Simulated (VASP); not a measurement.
An input for Quantum ESPRESSO's pw.x (written as the equivalent of a VASP run, and not itself run):

```
&CONTROL
  calculation = 'vc-relax'
  pseudo_dir = './pseudo'
  outdir = './out'
  tprnfor = .true.
  tstress = .true.
  nstep = 40
  forc_conv_thr = 0.00078
/
&SYSTEM
  ibrav = 0
  nat = 5
  ntyp = 3
  ecutwfc = 62.5
  occupations = 'smearing'
  smearing = 'gaussian'
  degauss = 0.003675
  input_dft = 'pbe'
/
&ELECTRONS
  conv_thr = 7.3e-08
  electron_maxstep = 100
/
&IONS
/
&CELL
/
ATOMIC_SPECIES
  Cs 132.905 Cs.upf
  Pb 207.200 Pb.upf
  Br 79.904 Br.upf
CELL_PARAMETERS angstrom
     6.0051781    0.0000000    0.0000000
     0.0000000    6.0051781    0.0000000
     0.0000000    0.0000000    6.0051781
ATOMIC_POSITIONS crystal
  Cs   0.0000000  0.0000000  0.0000000
  Pb   0.5000000  0.5000000  0.5000000
  Br   0.5000000  0.0000000  0.5000000
  Br   0.0000000  0.5000000  0.5000000
  Br   0.5000000  0.5000000  0.0000000
K_POINTS automatic
  4 4 4 0 0 0
```

Question: Translate this input to VASP (INCAR, KPOINTS, POSCAR, choice of POTCAR).

Answer: Several could match; the one computed here: 
**POSCAR**
```
CsPbBr3
1
    6.0051781491     0.0000000000     0.0000000000
    0.0000000000     6.0051781491     0.0000000000
    0.0000000000     0.0000000000     6.0051781491
Cs Pb Br
1 1 3
Direct
  0.0000000000   0.0000000000   0.0000000000
  0.5000000000   0.5000000000   0.5000000000
  0.5000000000   0.0000000000   0.5000000000
  0.0000000000   0.5000000000   0.5000000000
  0.5000000000   0.5000000000   0.0000000000
```

**INCAR**
```
ALGO = Normal
EDIFF = 1E-6
EDIFFG = -0.02
ENCUT = 500
GGA = PE
IBRION = 2
ISIF = 3
ISMEAR = 0
LASPH = .TRUE.
LCHARG = .FALSE.
LMAXMIX = 4
LREAL = .FALSE.
LWAVE = .FALSE.
NELM = 100
NSW = 40
PREC = Accurate
SIGMA = 0.05
SYSTEM = CsPbBr3
```

KPOINTS:
```
Automatic mesh
0
Gamma
  4 4 4
```

POTCAR, in this order: Cs_sv Pb_d Br (PBE.64 set). Program: vasp_std.

Limits of the translation: the potentials are each code's own (VASP's PAW set, PseudoDojo norm-conserving files in pw.x), so ENCUT and ecutwfc are chosen apart and not converted; conv_thr bounds pw.x's estimated SCF error, while EDIFF bounds the energy change between steps; forc_conv_thr acts on force components and is met together with etot_conv_thr.

The compound is CsPbBr3 in the cubic perovskite structure, the ideal cubic form; the compound distorts at low or room temperature. It was relaxed first, which changed the volume by +7 %.
